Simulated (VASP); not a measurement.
Crystal: Cd4TeO3.

```
Cd Te O
1.0
    -3.58013    3.58013    3.58013
     3.58013   -3.58013    3.58013
     3.58013    3.58013   -3.58013
Cd Te O
4 1 3
Direct
  0.66043 0.66043 0.66043
  0.00000 0.00000 0.33957
  0.00000 0.33957 0.00000
  0.33957 0.00000 0.00000
  0.00000 0.00000 0.00000
  0.00000 0.50000 0.50000
  0.50000 0.00000 0.50000
  0.50000 0.50000 0.00000
```

The cell was built by a generator and needn't be a form met in nature.

| Quantity | Value |
| --- | --- |
| Program | VASP 6.6.1 |
| Task | relaxation of cell and atoms |
| Functional | PBE |
| Potentials or basis | VASP PAW PBE potentials, release 64 (Cd, Te, O) |
| Cutoff | 520 eV |
| k mesh | 3 × 3 × 3 |
| Occupations | gaussian, width 0.15 eV |
| Spin | no spin polarisation |

At the start: pressure 23.6 GPa; volume 22.94 Å³/atom.

How do energy, volume and symmetry change on relaxing?

Over 17 steps the energy falls by 2056.2 meV/atom and the volume is 16.65 Å³/atom (-27.4 %); space group Im-3m (No. 229, to 0.05 Å).

Step by step:
```
step  energy change (eV)  largest force (eV/Å)  pressure (GPa)  volume (Å³)
   1              0.0000               14.6931           23.57       183.55
   2             -6.5863                0.3966          -10.06       288.63
   3            -10.0671                1.0268           -7.68       230.04
   4            -10.1019                1.1962           -7.21       227.89
   5            -10.1244                1.5411           -6.46       223.97
   6            -11.8084                1.7905           -6.26       196.33
   7            -14.9453                2.9262           10.31       127.21
   8            -15.6267                1.7869           11.01       123.00
   9            -15.8291                0.7430           13.37       119.13
  10            -16.3218                0.4750            4.69       127.58
  11            -16.4004                0.2495           -2.40       137.58
  12            -16.4218                0.3173           -0.51       134.42
  13            -16.4219                0.3194           -0.22       134.10
  14            -16.4301                0.2562           -0.22       133.95
  15            -16.4462                0.0932            0.04       133.48
  16            -16.4377                0.2102            0.78       132.56
  17            -16.4493                0.0385            0.21       133.22
```

Final structure:
```yaml
crystal:
  lattice:
    - [-3.21740, 3.21740, 3.21740]
    - [3.21740, -3.21740, 3.21740]
    - [3.21740, 3.21740, -3.21740]
  atoms:
    - { symbol: Cd, position: [0.50074, 0.50074, 0.50074] }
    - { symbol: Cd, position: [0.00000, 0.00000, 0.49926] }
    - { symbol: Cd, position: [0.00000, 0.49926, 0.00000] }
    - { symbol: Cd, position: [0.49926, 0.00000, 0.00000] }
    - { symbol: Te, position: [0.00000, 0.00000, 0.00000] }
    - { symbol: O, position: [0.00000, 0.50000, 0.50000] }
    - { symbol: O, position: [0.50000, 0.00000, 0.50000] }
    - { symbol: O, position: [0.50000, 0.50000, 0.00000] }
```

Caveat: the k mesh is coarse (spacing up to 0.41 Å⁻¹), so the values aren't converged; the volume moved by over 15 % at a fixed basis, so the end points are rough.
